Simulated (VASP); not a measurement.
An input for Quantum ESPRESSO's pw.x (written as the equivalent of a VASP run, and not itself run):

```
&CONTROL
  calculation = 'vc-relax'
  pseudo_dir = './pseudo'
  outdir = './out'
  tprnfor = .true.
  tstress = .true.
  nstep = 60
  forc_conv_thr = 0.00078
/
&SYSTEM
  ibrav = 0
  nat = 6
  ntyp = 2
  ecutwfc = 94
  occupations = 'smearing'
  smearing = 'methfessel-paxton'
  degauss = 0.00735
  input_dft = 'vdw-df-cx'
  nspin = 2
  starting_magnetization(1) = 0.25
/
&ELECTRONS
  conv_thr = 7.3e-08
  electron_maxstep = 100
/
&IONS
/
&CELL
/
ATOMIC_SPECIES
  Cr 51.996 Cr.upf
  O 15.999 O.upf
CELL_PARAMETERS angstrom
     4.3922611   -0.0000000    0.0000000
    -0.0000000    4.3922611    0.0000000
     0.0000000    0.0000000    2.8934801
ATOMIC_POSITIONS crystal
  Cr   0.0000000  0.0000000  0.0000000
  Cr   0.5000000  0.5000000  0.5000000
  O    0.3034300  0.3034300  0.0000000
  O    0.8034300  0.1965700  0.5000000
  O    0.1965700  0.8034300  0.5000000
  O    0.6965700  0.6965700  0.0000000
K_POINTS automatic
  6 6 10 0 0 0
```

Task: Write the VASP files for the same calculation (vdW-DF-cx).

Result: Several could match; the one computed here: 
File KPOINTS:
```
Regular mesh
0
Gamma
  6 6 10
0 0 0
```

INCAR:
```
# general
SYSTEM   = CrO2
PREC     = Accurate
ENCUT    = 520
LREAL    = .False.
LASPH    = .True.

# electronic loop
EDIFF    = 1E-6
NELM     = 100
ALGO     = Normal
LMAXMIX  = 4

# smearing
ISMEAR   = 1
SIGMA    = 0.1

# functional
GGA      = CX
LUSE_VDW = .True.
AGGAC    = 0.0

# spin
ISPIN    = 2
MAGMOM   = 2*2.5 4*0.0

# ions
IBRION   = 2
NSW      = 60
ISIF     = 3
EDIFFG   = -0.02

# output
LWAVE    = .False.
LCHARG   = .False.
LORBIT   = 10
```

**POSCAR**
```
CrO2
1
    4.3922610790    -0.0000000000     0.0000000000
   -0.0000000000     4.3922610790     0.0000000000
    0.0000000000     0.0000000000     2.8934801373
Cr O
2 4
Direct
  0.0000000000   0.0000000000   0.0000000000
  0.5000000000   0.5000000000   0.5000000000
  0.3034300090   0.3034300090   0.0000000000
  0.8034300090   0.1965699910   0.5000000000
  0.1965699910   0.8034300090   0.5000000000
  0.6965699910   0.6965699910   0.0000000000
```

POTCAR, in this order: Cr_pv O (PBE.64 set). Program: vasp_std.

What does not carry over: the potentials are each code's own (VASP's PAW set, PseudoDojo norm-conserving files in pw.x), so ENCUT and ecutwfc are chosen apart and not converted; conv_thr bounds pw.x's estimated SCF error, while EDIFF bounds the energy change between steps; starting_magnetization is a fraction of the valence charge and MAGMOM a moment in μB, so they match only roughly; forc_conv_thr acts on force components and is met together with etot_conv_thr.

The compound is CrO2 in the rutile structure. This run relaxes it. Symmetry was kept, so distortions that lower it aren't found. The start is the result of an earlier pass.
